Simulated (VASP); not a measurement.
```
CELL_PARAMETERS angstrom
     -2.48272     2.48272     2.48272
      2.48272    -2.48272     2.48272
      2.48272     2.48272    -2.48272
ATOMIC_POSITIONS crystal
  Ba 0.00000 0.00000 0.00000
```

Method: optB88-vdW, VASP's PBE PAW potentials (set 64) (plane waves; VASP 6.6.1). Numerical set-up: 520 eV cut-off, 11×11×11 Γ-centred mesh, first-order Methfessel-Paxton smearing of 0.10 eV, potentials Ba_sv.

Unless said otherwise, spin-orbit coupling is left out, though it shifts the bands of the heavy elements here.

Q: Estimate the energy per atom (σ→0), band gap (on the k-mesh) with the smallest direct gap where there is one.

A: 
| Property | Result |
|---|---|
| band gap (on the k-mesh) | none (metal, semimetal or under 0.01 eV) |
| energy per atom (σ→0) | 0.275 eV/atom |

Total energies compare only between runs with the same potentials, cut-off and functional.

The compound is Ba in the bcc structure. This cell is one point of a volume scan, at 1.03 of the reference volume.
